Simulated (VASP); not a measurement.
Computed with PBEsol GGA, VASP's PBE PAW potentials (set 64) (plane waves; VASP).

A VASP calculation is set up with these files.

INCAR:
```
ALGO = Normal
EDIFF = 1E-6
EDIFFG = -0.01
ENCUT = 480
GGA = PS
IBRION = 2
ISIF = 3
ISMEAR = 0
LASPH = .TRUE.
LCHARG = .FALSE.
LREAL = .FALSE.
LWAVE = .FALSE.
NELM = 100
NSW = 60
PREC = Accurate
SIGMA = 0.05
SYSTEM = NaCl
```

KPOINTS:
```
K-points
0
Gamma
7 7 7
```

POSCAR:
```
NaCl
1.0
  0.0000000000   2.8200000000   2.8200000000
  2.8200000000   0.0000000000   2.8200000000
  2.8200000000   2.8200000000   0.0000000000
Na Cl
1 1
Cartesian
  0.0000000000   0.0000000000   0.0000000000
  2.8200000000   2.8200000000   2.8200000000
```

POTCAR, in this order: Na_pv Cl (PBE.64 set). Program: vasp_std.

Output

OSZICAR:
```
       N       E                     dE             d eps       ncg     rms          rms(c)
DAV:   1     0.968059989527E+02    0.96806E+02   -0.70597E+03   440   0.121E+03
DAV:   2     0.140889959835E+01   -0.95397E+02   -0.88516E+02   505   0.272E+02
DAV:   3    -0.698620066701E+01   -0.83951E+01   -0.83433E+01   538   0.821E+01
DAV:   4    -0.715782975071E+01   -0.17163E+00   -0.17149E+00   505   0.129E+01
DAV:   5    -0.716183998337E+01   -0.40102E-02   -0.40100E-02   576   0.186E+00    0.191E+00
DAV:   6    -0.700415957738E+01    0.15768E+00   -0.31427E-01   520   0.446E+00    0.139E+00
DAV:   7    -0.699347863212E+01    0.10681E-01   -0.69129E-02   590   0.203E+00    0.916E-01
DAV:   8    -0.699707696696E+01   -0.35983E-02   -0.74286E-03   473   0.969E-01    0.226E-01
DAV:   9    -0.699702092312E+01    0.56044E-04   -0.17684E-04   539   0.127E-01    0.132E-01
DAV:  10    -0.699710314451E+01   -0.82221E-04   -0.24605E-04   464   0.114E-01    0.465E-02
DAV:  11    -0.699709470623E+01    0.84383E-05   -0.17736E-05   503   0.333E-02    0.143E-02
DAV:  12    -0.699709398840E+01    0.71783E-06   -0.32740E-06   476   0.121E-02
   1 F= -.69970940E+01 E0= -.69970940E+01  d E =-.699709E+01
       N       E                     dE             d eps       ncg     rms          rms(c)
DAV:   1    -0.700854930063E+01   -0.11455E-01   -0.23130E-01   494   0.738E+00    0.661E-01
DAV:   2    -0.699995801060E+01    0.85913E-02   -0.14428E-02   494   0.129E+00    0.266E-01
DAV:   3    -0.699847286026E+01    0.14852E-02   -0.34188E-03   497   0.678E-01    0.127E-01
DAV:   4    -0.699832338302E+01    0.14948E-03   -0.10089E-04   644   0.131E-01    0.105E-02
DAV:   5    -0.699832073093E+01    0.26521E-05   -0.11038E-05   497   0.322E-02    0.658E-03
DAV:   6    -0.699832082510E+01   -0.94168E-07   -0.51543E-07   232   0.122E-02
   2 F= -.69983208E+01 E0= -.69983208E+01  d E =-.122684E-02
       N       E                     dE             d eps       ncg     rms          rms(c)
DAV:   1    -0.700304519570E+01   -0.47245E-02   -0.99262E-02   494   0.486E+00    0.432E-01
DAV:   2    -0.699936852741E+01    0.36767E-02   -0.61532E-03   494   0.846E-01    0.174E-01
DAV:   3    -0.699873386543E+01    0.63466E-03   -0.14728E-03   500   0.446E-01    0.825E-02
DAV:   4    -0.699867441524E+01    0.59450E-04   -0.43619E-05   641   0.859E-02    0.680E-03
DAV:   5    -0.699867330338E+01    0.11119E-05   -0.49049E-06   464   0.212E-02    0.437E-03
DAV:   6    -0.699867341346E+01   -0.11008E-06   -0.22533E-07   220   0.803E-03
   3 F= -.69986734E+01 E0= -.69986734E+01  d E =-.157943E-02
       N       E                     dE             d eps       ncg     rms          rms(c)
DAV:   1    -0.699954166451E+01   -0.86836E-03   -0.18881E-02   494   0.213E+00    0.188E-01
DAV:   2    -0.699884059690E+01    0.70107E-03   -0.11660E-03   494   0.369E-01    0.756E-02
DAV:   3    -0.699872181574E+01    0.11878E-03   -0.28021E-04   500   0.195E-01    0.358E-02
DAV:   4    -0.699871339010E+01    0.84256E-05   -0.83235E-06   617   0.375E-02    0.294E-03
DAV:   5    -0.699871318949E+01    0.20060E-06   -0.86326E-07   226   0.930E-03
   4 F= -.69987132E+01 E0= -.69987132E+01  d E =-.161920E-02
```

OUTCAR:
```
------------------------ aborting loop because EDIFF is reached ----------------------------------------
  FORCE on cell =-STRESS in cart. coord.  units (eV):
  Direction    XX          YY          ZZ          XY          YZ          ZX
  --------------------------------------------------------------------------------------
  Total        0.0038005      0.0038005      0.0038005     -0.0000000     -0.0000000      0.0000000
  in kB        0.1386402      0.1386402      0.1386402     -0.0000000     -0.0000000      0.0000000
  external PRESSURE =       0.1386402 kB  Pullay stress =       0.0000000 kB
  volume of cell :       43.92
      direct lattice vectors                 reciprocal lattice vectors
    -0.000000000  2.800341188  2.800341188    -0.178549672  0.178549672  0.178549672
     2.800341188 -0.000000000  2.800341188     0.178549672 -0.178549672  0.178549672
     2.800341188  2.800341188  0.000000000     0.178549672  0.178549672 -0.178549672
  FREE ENERGIE OF THE ION-ELECTRON SYSTEM (eV)
  ---------------------------------------------------
  free  energy   TOTEN  =        -6.9987131895 eV

  energy  without entropy=       -6.9987131895  energy(sigma->0) =       -6.99871319

 reached required accuracy - stopping structural energy minimisation
```
(Selected blocks of OUTCAR.)

**CONTCAR**
```
NaCl
   1.00000000000000
    -0.0000000000000000    2.8003411875700284    2.8003411875700284
     2.8003411875700284   -0.0000000000000000    2.8003411875700284
     2.8003411875700284    2.8003411875700284    0.0000000000000000
  Na              Cl
     1     1
Direct
     1.0000000000000000    0.0000000000000000    1.0000000000000000
     0.5000000000000000    0.5000000000000000    0.5000000000000000
```

Energy and stress use the plane-wave basis of the starting cell.

The compound is NaCl in the rock salt structure. This run relaxes it. Symmetry was kept, so distortions that lower it aren't found.
